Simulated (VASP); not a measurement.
An input for Ansatz (written as the equivalent of a VASP run, and not itself run):

Ansatz 0.2 input:
```yaml
crystal:
  lattice:
    - [0.0000000, 3.6020330, 3.6020330]
    - [3.6020330, 0.0000000, 3.6020330]
    - [3.6020330, 3.6020330, 0.0000000]
  atoms:
    - { symbol: Pb, position: [0.0000000, 0.0000000, 0.0000000] }
    - { symbol: Te, position: [0.2500000, 0.2500000, 0.2500000] }
kpoints:
  mp_grid: { grid: [6, 6, 6] }
hamiltonian:
  xc: pbesol
  pseudopotentials: { kind: paw }
scf:
  occupations: { method: gaussian, width: 0.05 }
  max_iter: 100
relax:
  max_steps: 40
  f_tol: 0.02
  cell: {}
output: { forces: true, stress: true, eigenvalues: true }
```

**Question.** Write the VASP files for the same calculation (PBEsol).

**Answer.** One answer among several that fit: 
INCAR:
```
# general
SYSTEM   =  PbTe
PREC     =  Accurate
ENCUT    =  500   # plane-wave cut-off (eV)
LREAL    =  F   # projection in real space or not
LASPH    =  T   # aspherical one-centre terms

# electronic loop
EDIFF    =  1E-6   # SCF stop (eV)
NELM     =  100
ALGO     =  Normal
LMAXMIX  =  4

# smearing
ISMEAR   =  0   # Gaussian
SIGMA    =  0.05   # width (eV)

# functional
GGA      =  PS   # PBEsol

# ions
IBRION   =  2   # conjugate gradients
NSW      =  40
ISIF     =  3   # ions, shape and volume
EDIFFG   =  -0.02

# output
LWAVE    =  F
LCHARG   =  F
```

POSCAR:
```
PbTe
1
    0.0000000000     3.6020329982     3.6020329982
    3.6020329982     0.0000000000     3.6020329982
    3.6020329982     3.6020329982     0.0000000000
Pb Te
1 1
Direct
  0.0000000000   0.0000000000   0.0000000000
  0.2500000000   0.2500000000   0.2500000000
```

### KPOINTS
```
Automatic mesh
0
Gamma
6 6 6
0 0 0
```

POTCAR, in this order: Pb_d Te (PBE.64 set). Program: vasp_std.

What does not carry over: each code has its own PAW files, so the cut-off isn't converted (ENCUT is set for VASP's; basis.ecutwfc is left out, and Ansatz then takes the one that its files recommend); Ansatz stops its SCF on the density residual and VASP on the energy change (EDIFF).

The structure was generated: PbTe was put into the zinc blende type (F-43m), which need not be its known phase. It was relaxed first, which changed the volume by +33 %.
